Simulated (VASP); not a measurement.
Co:

```
Co
1.0
     2.50740    0.00000    0.00000
    -1.25370    2.17147    0.00000
     0.00000    0.00000    4.06990
Co
2
Direct
  0.33333 0.66667 0.25000
  0.66667 0.33333 0.75000
```

Base run:

```yaml
Program: VASP 6.6.1
Functional: LDA
Potentials_or_basis: VASP PAW LDA potentials, release 64 (Co)
Cutoff: 520 eV
k_mesh: 15 × 15 × 8
Occupations: fermi-dirac, width 0.05 eV
Spin: collinear spin, ferromagnetic start
Starting_moments: "[1.5, 1.5] μB"
```

Its results: band gap on the k mesh none (metal or under the smearing width); net moment 3.18 μB per cell; site moments Co +1.59 μB.

Question: The run is repeated on the same cell with these changes: cutoff from 520 eV to 300 eV; k mesh from 15 × 15 × 8 to 5 × 5 × 3. What comes out?

Answer: Band gap on the k mesh none (metal or under the smearing width); net moment 3.42 μB per cell; site moments Co +1.70 μB.

Caveats: some runs use coarse meshes.

Not every run made on this cell is shown here.
